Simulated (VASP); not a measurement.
Data:

```
CELL_PARAMETERS angstrom
      3.27554     0.00000     0.00000
     -1.63777     2.83670     0.00000
      0.00000     0.00000    12.70516
ATOMIC_POSITIONS crystal
  Se 0.33333 0.66667 0.61806
  Se 0.66667 0.33333 0.11806
  Se 0.33333 0.66667 0.88194
  Se 0.66667 0.33333 0.38194
  Mo 0.33333 0.66667 0.25000
  Mo 0.66667 0.33333 0.75000
```

All values below come from PBE GGA with D3 dispersion (Becke-Johnson damping) with spin-orbit coupling, VASP's PBE PAW potentials (set 64) (plane waves; VASP 6.6.1). Settings: 400 eV cut-off, 7×7×2 Γ-centred mesh, Gaussian smearing of 0.050 eV, potentials Se Mo_sv.

The path is coarsely sampled, so an indirect gap can come out somewhat too large.

### Question
Give the energies of bands 47 to 60 at the high-symmetry points, in eV from the valence-band maximum.

### Answer

```tsv
band	Γ	M	K	A	L	H
47	-1.19	-1.23	-2.37	-1.43	-1.20	-2.64
48	-1.19	-1.23	-2.37	-1.43	-1.20	-2.64
49	-0.68	-1.11	-0.58	-0.16	-1.02	-0.54
50	-0.68	-1.11	-0.58	-0.16	-1.02	-0.54
51	0.00	-0.87	-0.28	-0.16	-1.02	-0.36
52	0.00	-0.87	-0.28	-0.16	-1.02	-0.36
53	2.31	1.53	1.14	2.33	1.56	1.15
54	2.31	1.53	1.14	2.33	1.56	1.15
55	2.40	1.59	1.16	2.33	1.56	1.17
56	2.40	1.59	1.16	2.33	1.56	1.17
57	2.48	1.78	1.48	2.59	1.99	2.03
58	2.49	1.78	1.48	2.60	1.99	2.03
59	2.58	2.17	2.56	2.61	1.99	2.03
60	2.58	2.17	2.58	2.62	1.99	2.03
```

The gap is indirect, 0.75 eV, from the valence maximum at Γ to the conduction minimum at K-Γ at 0.50.

The structure comes from a measured MoSe2 entry (P6_3/mmc) of the Crystallography Open Database, whose conditions weren't checked. It was relaxed first.
